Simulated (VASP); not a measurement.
Level of theory: r2SCAN meta-GGA, VASP's PBE PAW potentials (set 64) (plane waves; VASP).

VASP ran on this input.

KPOINTS:
```
Automatic mesh
0
Gamma
18 18 18
0 0 0
```

**POSCAR**
```
W
1
   -1.5863812454     1.5863812454     1.5863812454
    1.5863812454    -1.5863812454     1.5863812454
    1.5863812454     1.5863812454    -1.5863812454
W
1
Direct
  0.0000000000   0.0000000000   0.0000000000
```

**INCAR**
```
SYSTEM = W
PREC = Normal; ENCUT = 400; LREAL = .FALSE.
LASPH = .TRUE.
EDIFF = 1E-5; NELM = 100; NELMIN = 4
ALGO = Normal; LMAXMIX = 6; LMIXTAU = .TRUE.
ISMEAR = 1; SIGMA = 0.1
METAGGA = R2SCAN
IBRION = 2; NSW = 20; ISIF = 2
EDIFFG = -0.03
LWAVE = .FALSE.; LCHARG = .FALSE.
```

POTCAR, in this order: W_sv (PBE.64 set). Program: vasp_std.

Unless said otherwise, spin-orbit coupling is left out, though it shifts the bands of the heavy elements here.

Problem. Predict the energy per atom (σ→0), band gap (on the k-mesh).

Solution. 
| Property | Result |
|---|---|
| energy per atom (σ→0) | -51.346 eV/atom |
| band gap (on the k-mesh) | none (metal, semimetal or under 0.01 eV) |

### OSZICAR
```
...
DAV:   8    -0.508562363126E+02    0.62314E+00   -0.48104E-01  4350   0.905E+00    0.320E+00
DAV:   9    -0.512982067121E+02   -0.44197E+00   -0.11412E-01  4554   0.350E+00    0.143E+00
DAV:  10    -0.513446995943E+02   -0.46493E-01   -0.14639E-02  4320   0.152E+00    0.630E-01
DAV:  11    -0.513461024617E+02   -0.14029E-02   -0.30917E-03  4617   0.729E-01    0.112E-01
DAV:  12    -0.513462164843E+02   -0.11402E-03   -0.16792E-04  4440   0.179E-01    0.695E-02
DAV:  13    -0.513461844874E+02    0.31997E-04   -0.75617E-05  4557   0.126E-01    0.397E-02
DAV:  14    -0.513461747895E+02    0.96979E-05   -0.87057E-06  2739   0.393E-02
   1 F= -.51346175E+02 E0= -.51345978E+02  d E =-.513462E+02
```

The compound is W in the bcc structure. It was relaxed first.
